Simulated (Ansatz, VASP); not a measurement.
## TePt2Se in VASP and in Ansatz

```
CELL_PARAMETERS angstrom
3.99930 0.00000 0.00000
-1.99965 3.46350 0.00000
0.00000 0.00000 5.29803
ATOMIC_POSITIONS crystal
Te 0.33333 0.66667 0.50000
Pt 0.66667 0.33333 0.75000
Pt 0.66667 0.33333 0.25000
Se 0.00000 0.00000 0.00000
```

The cell comes from a database or a generator and needn't be the stable form of this composition.

Alike in both runs: task single point; functional PBE; k mesh 6 × 6 × 4; occupations gaussian, width 0.1 eV; no spin polarisation.

|  | VASP | Ansatz |
| --- | --- | --- |
| version | VASP 6.6.1 | Ansatz 0.2.0 |
| potentials or method | VASP PAW PBE potentials, release 64 (Te, Pt, Se) | scalar-relativistic, plane waves, PAW |
| plane-wave cutoff (eV) | 520 | 420 |
| valence electrons in the cell | 32 | 68 |

```tsv
	VASP	Ansatz	Ansatz less VASP
gap on the k mesh at the Fermi level (eV)	none	none	-
pressure (GPa)	21.3	21.5	+0.20
largest component of the traceless stress (GPa)	3.79	3.83	+0.037
rms of the force components (eV/Å)	0.341	0.346	+0.0059
```

Atom by atom the forces differ by 0.006 eV/Å (rms over components). A gap of «none» marks a metal or a gap that the smearing closes. The two sets of potentials don't hold the same shells in valence.

Caveats: so large a pressure means that the cell lies far from this level's equilibrium, or that cutoff or potentials fall short (VASP). Spin-orbit coupling is left out, which matters for the levels of Pt, Te.
